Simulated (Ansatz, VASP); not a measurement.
# ZrB2: VASP beside Ansatz

Aim: how closely do two programs agree when they are given the same cell, functional and k mesh? The cell is taken from a series of runs on this material, whose earlier steps may have relaxed, scaled, displaced or heated it; both programs get it as it stands.

Program: Ansatz 0.2.0. Level of theory: plane waves, with VASP 6.6.1 beside it; zone-centre phonons at LDA. Results are calculated unless marked as measured.

## 1. Starting point

The structure is hexagonal, space group P6/mmm (No. 191). The conventional cell has a = 3.029 Å, b = 3.029 Å, c = 3.360 Å, α = 90.00°, β = 90.00°, γ = 120.00°. B has 3 B at 1.75 Å and 6 Zr at 2.42 Å nearest. Nearest to Zr lie 12 B at 2.42 Å. Farther neighbours are not listed.

## 2. VASP: zone-centre phonons, LDA

Second derivatives magnify differences that forces hide, and they need a tight electronic threshold.

Lines of VASP's logs that name or quote its potential files are left out, and so is its time.

INCAR reads:

```
SYSTEM = ZrB2
PREC = Accurate
ENCUT = 500
EDIFF = 1E-08
NELM = 120
ISMEAR = 1
SIGMA = 0.2
LREAL = .FALSE.
ALGO = Normal
GGA = CA
NBANDS = 15
LASPH = .TRUE.
LORBIT = 11
LWAVE = .FALSE.
LCHARG = .FALSE.
ISIF = 2
IBRION = 8
GGA_COMPAT = .FALSE.
KPAR = 2
```

POSCAR reads:

```
ZrB2
1.0
    3.0288379600      0.0000000000      0.0000000000
   -1.5144189800      2.6230506173      0.0000000000
    0.0000000000      0.0000000000      3.3597701244
B Zr
2 1
Direct
    0.3333333333      0.6666666667      0.5000000000
    0.6666666667      0.3333333333      0.5000000000
    0.0000000000      0.0000000000      0.0000000000
```

KPOINTS reads:

```
Automatic mesh
0
Gamma
15 15 12
0 0 0
```

The projector-augmented-wave data sets are B and Zr_sv (LDA family, release 64).

Command:

```
$ mpirun -np 2 vasp_std
```

Numbers of over 12 decimals in the logs are rounded to 6 here.

Log:

```text
[banner, memory and clock lines left out]
running    2 mpi-ranks, on    1 nodes
 distrk:  each k-point on    1 cores,    2 groups
 distr:  one band on    1 cores,    1 groups

 POSCAR found type information on POSCAR B Zr
 POSCAR found :  2 types and       3 ions
 LDA part: xc-table for (Slater(with rela. corr.)+CA(PZ))
 , standard interpolation
 POSCAR, INCAR and KPOINTS ok, starting setup
 FFT: planning ... GRIDC
 FFT: planning ... GRID_SOFT
 FFT: planning ... GRID
 WAVECAR not read
 entering main loop
       N       E                     dE             d eps       ncg     rms          rms(c)
DAV:   1     0.104292716464E+03    0.10429E+03   -0.96873E+03  5678   0.118E+03
DAV:   2    -0.259915116491E+02   -0.13028E+03   -0.12533E+03  7140   0.312E+02
DAV:   3    -0.301490205089E+02   -0.41575E+01   -0.41350E+01  8819   0.484E+01
DAV:   4    -0.302225831012E+02   -0.73563E-01   -0.73547E-01  6521   0.607E+00
DAV:   5    -0.302245371474E+02   -0.19540E-02   -0.19540E-02  8902   0.643E-01    0.292E+01
DAV:   6    -0.272490206473E+02    0.29755E+01   -0.65655E+00  7146   0.192E+01    0.122E+01
DAV:   7    -0.271843539564E+02    0.64667E-01   -0.79929E-01  8327   0.594E+00    0.437E+00
DAV:   8    -0.271880405808E+02   -0.36866E-02   -0.13925E-01  6984   0.341E+00    0.429E-01
DAV:   9    -0.271830046431E+02    0.50359E-02   -0.24219E-02  6980   0.137E+00    0.181E-01
DAV:  10    -0.271826419172E+02    0.36273E-03   -0.13125E-03  6491   0.353E-01    0.517E-02
DAV:  11    -0.271826314784E+02    0.10439E-04   -0.10008E-04  8000   0.920E-02    0.162E-02
DAV:  12    -0.271826308024E+02    0.67597E-06   -0.43900E-06  6414   0.180E-02    0.545E-03
DAV:  13    -0.271826306027E+02    0.19973E-06   -0.70187E-07  9017   0.656E-03    0.208E-03
DAV:  14    -0.271826305951E+02    0.75524E-08   -0.35659E-08  6267   0.201E-03
   1 F= -.27182631E+02 E0= -.27182771E+02  d E =0.422493E-03
 Linear response reoptimize wavefunctions to high precision
DAV:   1    -0.271826305962E+02   -0.11046E-08   -0.73298E-09  8295   0.731E-04
DAV:   2    -0.271826305962E+02   -0.10459E-10   -0.85471E-11  3199   0.849E-05
 Linear response DOF=           4
 Linear response progress:
  Degree of freedom:   1/  4
       N       E                     dE             d eps       ncg     rms          rms(c)
RMM:   1    -0.511418522778E-01   -0.51142E-01   -0.29374E-02 57820   0.115E+00
RMM:   2    -0.455907226229E-01    0.55511E-02   -0.21994E-03 47327   0.260E-01    0.175E-01
RMM:   3    -0.453672456956E-01    0.22348E-03   -0.86569E-04 44535   0.149E-01    0.861E-02
RMM:   4    -0.459164045650E-01   -0.54916E-03   -0.57840E-04 43499   0.120E-01    0.897E-03
RMM:   5    -0.459294977827E-01   -0.13093E-04   -0.63013E-05 52996   0.328E-02    0.269E-03
RMM:   6    -0.459309369775E-01   -0.14392E-05   -0.11050E-05 56033   0.114E-02    0.156E-03
RMM:   7    -0.459277494428E-01    0.31875E-05   -0.25314E-06 56210   0.498E-03    0.341E-04
RMM:   8    -0.459297424122E-01   -0.19930E-05   -0.10322E-06 58001   0.219E-03    0.195E-04
RMM:   9    -0.459291863108E-01    0.55610E-06    0.62926E-08 58949   0.980E-04    0.331E-05
RMM:  10    -0.459292749774E-01   -0.88667E-07   -0.38929E-07 58764   0.456E-04    0.306E-05
RMM:  11    -0.459291423528E-01    0.13262E-06   -0.79371E-08 58359   0.221E-04    0.933E-06
RMM:  12    -0.459291145620E-01    0.27791E-07   -0.65320E-08 59819   0.110E-04    0.393E-06
RMM:  13    -0.459291016946E-01    0.12867E-07   -0.10965E-07 58523   0.562E-05    0.413E-06
RMM:  14    -0.459290995295E-01    0.21651E-08   -0.25038E-08 57088   0.307E-05    0.240E-06
 first order change of Fermi-energy   0.18122E-04
 force on displaced ion       1 direction 1 : -21.534  -0.000   0.000
 Linear response progress:
  Degree of freedom:   2/  4
       N       E                     dE             d eps       ncg     rms          rms(c)
RMM:   1    -0.502225766993E-01   -0.50223E-01   -0.86761E-04 20314   0.123E+00
RMM:   2    -0.473832861835E-01    0.28393E-02   -0.18572E-03 16279   0.265E-01    0.141E-01
RMM:   3    -0.471701025405E-01    0.21318E-03   -0.11578E-03 15577   0.172E-01    0.638E-02
RMM:   4    -0.476028427003E-01   -0.43274E-03   -0.44021E-04 16375   0.107E-01    0.135E-02
RMM:   5    -0.476941922854E-01   -0.91350E-04   -0.67758E-05 18372   0.397E-02    0.418E-03
RMM:   6    -0.477102773778E-01   -0.16085E-04   -0.13939E-05 18876   0.150E-02    0.998E-04
RMM:   7    -0.477028053968E-01    0.74720E-05   -0.35070E-06 19540   0.658E-03    0.290E-04
RMM:   8    -0.477042738428E-01   -0.14684E-05   -0.57291E-07 19341   0.311E-03    0.164E-04
RMM:   9    -0.477032778594E-01    0.99598E-06   -0.71285E-07 19615   0.158E-03    0.836E-05
RMM:  10    -0.477035528017E-01   -0.27494E-06   -0.40543E-07 20015   0.795E-04    0.142E-05
RMM:  11    -0.477035984738E-01   -0.45672E-07   -0.15684E-07 20956   0.381E-04    0.118E-05
RMM:  12    -0.477035881311E-01    0.10343E-07   -0.49354E-09 20674   0.188E-04    0.819E-06
RMM:  13    -0.477035564152E-01    0.31716E-07    0.23127E-08 20444   0.953E-05    0.382E-06
RMM:  14    -0.477035804906E-01   -0.24075E-07    0.32658E-08 20362   0.507E-05    0.504E-06
RMM:  15    -0.477035697849E-01    0.10706E-07    0.30312E-08 19731   0.294E-05    0.140E-06
RMM:  16    -0.477035667056E-01    0.30793E-08    0.12566E-08 20113   0.171E-05    0.393E-07
 first order change of Fermi-energy  -0.92265E-04
 force on displaced ion       1 direction 3 :  -0.000  -0.000 -14.101
 Linear response progress:
  Degree of freedom:   3/  4
       N       E                     dE             d eps       ncg     rms          rms(c)
RMM:   1    -0.655135532140E+00   -0.65514E+00    0.31074E+00 15777   0.151E+01
RMM:   2    -0.598362519142E+00    0.56773E-01   -0.18211E-01 21285   0.280E+00    0.181E-01
RMM:   3    -0.600198375663E+00   -0.18359E-02   -0.31698E-02 25456   0.820E-01    0.574E-02
RMM:   4    -0.601816673950E+00   -0.16183E-02   -0.55709E-03 31377   0.290E-01    0.295E-02
RMM:   5    -0.602202514555E+00   -0.38584E-03   -0.76256E-04 31499   0.106E-01    0.152E-02
RMM:   6    -0.602186169053E+00    0.16346E-04   -0.12585E-04 31904   0.463E-02    0.151E-03
RMM:   7    -0.602164047823E+00    0.22121E-04   -0.32985E-05 32620   0.208E-02    0.216E-03
RMM:   8    -0.602163100252E+00    0.94757E-06   -0.11522E-05 32889   0.111E-02    0.784E-04
RMM:   9    -0.602169046239E+00   -0.59460E-05   -0.74533E-06 32934   0.666E-03    0.232E-04
RMM:  10    -0.602169315598E+00   -0.26936E-06   -0.44486E-06 33657   0.419E-03    0.771E-05
RMM:  11    -0.602169553026E+00   -0.23743E-06   -0.31166E-06 34921   0.287E-03    0.120E-04
RMM:  12    -0.602167486602E+00    0.20664E-05   -0.21533E-06 32823   0.212E-03    0.155E-04
RMM:  13    -0.602166560808E+00    0.92579E-06   -0.15968E-06 33015   0.163E-03    0.247E-04
RMM:  14    -0.602168539965E+00   -0.19792E-05   -0.12832E-06 30228   0.131E-03    0.162E-04
[...]
RMM:  20    -0.602177677614E+00   -0.18259E-05   -0.30669E-07 30483   0.468E-04    0.115E-05
RMM:  21    -0.602177892113E+00   -0.21450E-06   -0.22855E-07 33157   0.349E-04    0.120E-06
RMM:  22    -0.602177717960E+00    0.17415E-06   -0.21494E-07 31132   0.292E-04    0.113E-05
RMM:  23    -0.602177861922E+00   -0.14396E-06   -0.17220E-07 32269   0.251E-04    0.117E-05
RMM:  24    -0.602177717924E+00    0.14400E-06   -0.15058E-07 29770   0.219E-04    0.213E-05
RMM:  25    -0.602177947172E+00   -0.22925E-06   -0.12502E-07 29210   0.195E-04    0.191E-05
RMM:  26    -0.602178068795E+00   -0.12162E-06   -0.11083E-07 31582   0.170E-04    0.186E-05
RMM:  27    -0.602178055673E+00    0.13121E-07   -0.92837E-08 27842   0.147E-04    0.220E-05
 first order change of Fermi-energy   0.11630E-03
 force on displaced ion       3 direction 1 : -18.498   0.000   0.000
 Linear response progress:
  Degree of freedom:   4/  4
       N       E                     dE             d eps       ncg     rms          rms(c)
RMM:   1    -0.738953864631E+00   -0.73895E+00    0.27869E+00  6705   0.149E+01
RMM:   2    -0.679076360547E+00    0.59878E-01   -0.16141E-01  8852   0.266E+00    0.206E-01
RMM:   3    -0.682877553413E+00   -0.38012E-02   -0.32742E-02 10273   0.747E-01    0.670E-02
RMM:   4    -0.685064474298E+00   -0.21869E-02   -0.59824E-03 11880   0.275E-01    0.333E-02
RMM:   5    -0.685252644797E+00   -0.18817E-03   -0.89724E-04 12474   0.997E-02    0.219E-02
RMM:   6    -0.685130677499E+00    0.12197E-03   -0.11440E-04 12764   0.460E-02    0.251E-03
RMM:   7    -0.685184427430E+00   -0.53750E-04   -0.39310E-05 13020   0.191E-02    0.243E-03
RMM:   8    -0.685171559006E+00    0.12868E-04   -0.23380E-05 12841   0.993E-03    0.775E-04
RMM:   9    -0.685174492846E+00   -0.29338E-05   -0.15404E-05 13760   0.572E-03    0.460E-04
RMM:  10    -0.685174103790E+00    0.38906E-06   -0.11250E-05 13579   0.370E-03    0.113E-04
RMM:  11    -0.685175045674E+00   -0.94188E-06   -0.85565E-06 13577   0.249E-03    0.265E-05
RMM:  12    -0.685175929114E+00   -0.88344E-06   -0.83076E-06 13691   0.181E-03    0.126E-04
RMM:  13    -0.685176645777E+00   -0.71666E-06   -0.59822E-06 13504   0.133E-03    0.904E-05
RMM:  14    -0.685178127663E+00   -0.14819E-05   -0.53399E-06 13195   0.105E-03    0.343E-05
RMM:  15    -0.685178139371E+00   -0.11708E-07   -0.43514E-06 13665   0.814E-04    0.373E-05
RMM:  16    -0.685178299052E+00   -0.15968E-06   -0.36962E-06 13331   0.629E-04    0.220E-05
RMM:  17    -0.685178302444E+00   -0.33916E-08   -0.32228E-06 13685   0.497E-04    0.285E-05
RMM:  18    -0.685178291080E+00    0.11364E-07   -0.27494E-06 13024   0.405E-04    0.263E-05
RMM:  19    -0.685178336171E+00   -0.45092E-07   -0.24126E-06 13382   0.328E-04    0.293E-05
RMM:  20    -0.685178270510E+00    0.65661E-07   -0.20739E-06 12829   0.271E-04    0.356E-05
RMM:  21    -0.685178326639E+00   -0.56129E-07   -0.18207E-06 11792   0.224E-04    0.383E-05
RMM:  22    -0.685178472373E+00   -0.14573E-06   -0.15876E-06 12145   0.192E-04    0.378E-05
RMM:  23    -0.685178467066E+00    0.53067E-08   -0.13939E-06 11872   0.157E-04    0.397E-05
 first order change of Fermi-energy   0.10852E-03
 force on displaced ion       3 direction 3 :  -0.000  -0.000 -22.185
 Linear response finished
```

Parts of OUTCAR (step 2):

```text
ion  position               nearest neighbor table
   1  0.333  0.667  0.500-   2 1.75   2 1.75   2 1.75   3 2.42   3 2.42   3 2.42   3 2.42   3 2.42
                             3 2.42
   2  0.667  0.333  0.500-   1 1.75   1 1.75   1 1.75   3 2.42   3 2.42   3 2.42   3 2.42   3 2.42
                             3 2.42
   3  0.000  0.000  0.000-   1 2.42   2 2.42   1 2.42   2 2.42   1 2.42   1 2.42   2 2.42   2 2.42
                             2 2.42   2 2.42   1 2.42   1 2.42

  LATTYP: Found a hexagonal cell.
 ALAT       =     3.0288379600
 C/A-ratio  =     1.1092604387

 Subroutine GETGRP returns: Found 24 space group operations
 (whereof 24 operations were pure point group operations)

The static configuration has the point symmetry D_6h.

 Found    189 irreducible k-points:

   k-points           NKPTS =    189   k-points in BZ     NKDIM =    189   number of bands    NBANDS=     15

   dimension x,y,z NGX =    24 NGY =   24 NGZ =   28
   dimension x,y,z NGXF=    48 NGYF=   48 NGZF=   56

   ENCUT  =  500.0 eV  36.75 Ry    6.06 a.u.   5.52  5.52  6.13*2*pi/ulx,y,z

   NELECT =      18.0000    total number of electrons

 k-points in reciprocal lattice and weights: Automatic mesh
   0.00000000  0.00000000  0.00000000       0.000
   0.06666667  0.00000000  0.00000000       0.002
   0.13333333  0.00000000  0.00000000       0.002
   0.20000000  0.00000000  0.00000000       0.002
   0.26666667  0.00000000  0.00000000       0.002
   0.33333333  0.00000000  0.00000000       0.002
   0.40000000  0.00000000  0.00000000       0.002
   0.46666667 -0.00000000  0.00000000       0.002
   0.06666667  0.06666667  0.00000000       0.002
[...]
0.33333333  0.26666667  0.50000000       0.004
   0.33333333  0.33333333  0.50000000       0.001

 average (electrostatic) potential at core
       1 -25.2327       2 -25.2327       3 -70.1964

  Total        5.7291869      5.7291869      5.7396103      0.0000000     -0.0000000      0.0000000
  in kB      343.8834651    343.8834651    344.5091118      0.0000000     -0.0000000      0.0000000
  external PRESSURE =     344.0920140 kB  Pullay stress =       0.0000000 kB

  energy-cutoff  :      500.00
  volume of cell :       26.69
      direct lattice vectors                 reciprocal lattice vectors
     3.028837960  0.000000000  0.000000000     0.330159623  0.190617747  0.000000000
    -1.514418980  2.623050617  0.000000000     0.000000000  0.381235495  0.000000000
     0.000000000  0.000000000  3.359770124     0.000000000  0.000000000  0.297639411

 POSITION                                       TOTAL-FORCE (eV/Angst)
 -----------------------------------------------------------------------------------
     -0.00000      1.74870      1.67989        -0.000000      0.000000      0.000000
      1.51442      0.87435      1.67989         0.000000     -0.000000     -0.000000
      0.00000      0.00000      0.00000        -0.000000      0.000000     -0.000000
 -----------------------------------------------------------------------------------
    total drift:                               -0.000000      0.000000      0.000000

 Eigenvectors and eigenvalues of the dynamical matrix
 ----------------------------------------------------

   1 f  =   27.652677 THz   173.746896 2PiTHz  922.394029 cm-1   114.362233 meV
             X         Y         Z           dx          dy          dz
     -0.000000  1.748700  1.679885    -0.707107    0.000001   -0.000000
      1.514419  0.874350  1.679885     0.707107   -0.000001    0.000000
      0.000000  0.000000  0.000000    -0.000000    0.000000    0.000000

   2 f  =   27.652677 THz   173.746896 2PiTHz  922.394029 cm-1   114.362233 meV
             X         Y         Z           dx          dy          dz
     -0.000000  1.748700  1.679885     0.000001    0.707107   -0.000000
      1.514419  0.874350  1.679885    -0.000001   -0.707107    0.000000
      0.000000  0.000000  0.000000     0.000000    0.000000    0.000000

   3 f  =   19.670093 THz   123.590842 2PiTHz  656.123691 cm-1    81.348933 meV
             X         Y         Z           dx          dy          dz
     -0.000000  1.748700  1.679885    -0.000000    0.000000    0.707107
      1.514419  0.874350  1.679885     0.000000   -0.000000   -0.707107
      0.000000  0.000000  0.000000    -0.000000   -0.000000    0.000000

   4 f  =   17.609507 THz   110.643793 2PiTHz  587.389911 cm-1    72.827034 meV
             X         Y         Z           dx          dy          dz
     -0.000000  1.748700  1.679885     0.000000    0.000000   -0.635739
      1.514419  0.874350  1.679885     0.000000    0.000000   -0.635739
      0.000000  0.000000  0.000000     0.000000    0.000000    0.437803

   5 f  =   16.078623 THz   101.024968 2PiTHz  536.325132 cm-1    66.495812 meV
             X         Y         Z           dx          dy          dz
     -0.000000  1.748700  1.679885     0.635730    0.000000    0.000000
      1.514419  0.874350  1.679885     0.635730    0.000000   -0.000000
      0.000000  0.000000  0.000000    -0.437831    0.000000    0.000000

   6 f  =   16.078623 THz   101.024968 2PiTHz  536.325132 cm-1    66.495812 meV
             X         Y         Z           dx          dy          dz
     -0.000000  1.748700  1.679885     0.000000    0.635730    0.000000
      1.514419  0.874350  1.679885     0.000000    0.635730    0.000000
      0.000000  0.000000  0.000000     0.000000   -0.437831    0.000000

   7 f/i=    0.001456 THz     0.009151 2PiTHz    0.048582 cm-1     0.006023 meV
             X         Y         Z           dx          dy          dz
     -0.000000  1.748700  1.679885     0.000000   -0.000000    0.309573
      1.514419  0.874350  1.679885     0.000000   -0.000000    0.309573
      0.000000  0.000000  0.000000     0.000000   -0.000000    0.899071

   8 f/i=    0.001832 THz     0.011509 2PiTHz    0.061102 cm-1     0.007576 meV
             X         Y         Z           dx          dy          dz
     -0.000000  1.748700  1.679885     0.040324   -0.306956   -0.000000
      1.514419  0.874350  1.679885     0.040324   -0.306956   -0.000000
      0.000000  0.000000  0.000000     0.117102   -0.891399   -0.000000

   9 f/i=    0.001832 THz     0.011509 2PiTHz    0.061102 cm-1     0.007576 meV
             X         Y         Z           dx          dy          dz
     -0.000000  1.748700  1.679885     0.306956    0.040324    0.000000
      1.514419  0.874350  1.679885     0.306956    0.040324    0.000000
      0.000000  0.000000  0.000000     0.891399    0.117102    0.000000

 ELASTIC MODULI CONTR FROM IONIC RELAXATION (kBar)
 Direction    XX          YY          ZZ          XY          YZ          ZX
 --------------------------------------------------------------------------------
 XX          -0.4303      0.4303     -0.0000     -0.0000      0.0000      0.0000
 YY           0.4303     -0.4303      0.0000      0.0000      0.0000      0.0000
 ZZ          -0.0000      0.0000     -0.0000     -0.0000      0.0000      0.0000
 XY          -0.0000      0.0000     -0.0000     -0.4303      0.0000      0.0000
 YZ           0.0000      0.0000      0.0000      0.0000      0.0000      0.0000
 ZX           0.0000      0.0000      0.0000      0.0000      0.0000      0.0000
 --------------------------------------------------------------------------------
```

(Part 1 of 2 ends here.)

[Lines on the potential files, build, host, timing and source positions are cut from VASP's logs without a mark.]

[Logs are printed without paths, hosts, clocks, repeated set-up lines and the standing remarks that a program may print on its own settings, such as how far it seeks lower states.]

[Hosts, paths, dates, database ids (printed as entryN), source tags and the programs' standing remarks are cut or masked in the printed files.]
